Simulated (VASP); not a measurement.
Data:

```
SrTe
1.0
    0.00000     3.32465     3.32465
    3.32465     0.00000     3.32465
    3.32465     3.32465     0.00000
Sr Te
1 1
Cartesian
  0.00000   0.00000   0.00000
  3.32465   3.32465   3.32465
```

Calculation: TPSS meta-GGA, VASP's PBE PAW potentials (set 64) (plane waves; VASP). Numerical set-up: 520 eV cut-off, 7×7×7 Γ-centred mesh, Gaussian smearing of 0.050 eV, potentials Sr_sv Te.

**Question.** Predict the energy per atom (σ→0), pressure.

**Answer.** 
The energy per atom (σ→0) is -12.538 eV/atom and the pressure is 1.06 GPa.

Total energies compare only between runs with the same potentials, cut-off and functional.

The compound is SrTe in the rock salt structure. This cell is one point of a volume scan, at 0.97 of the reference volume.
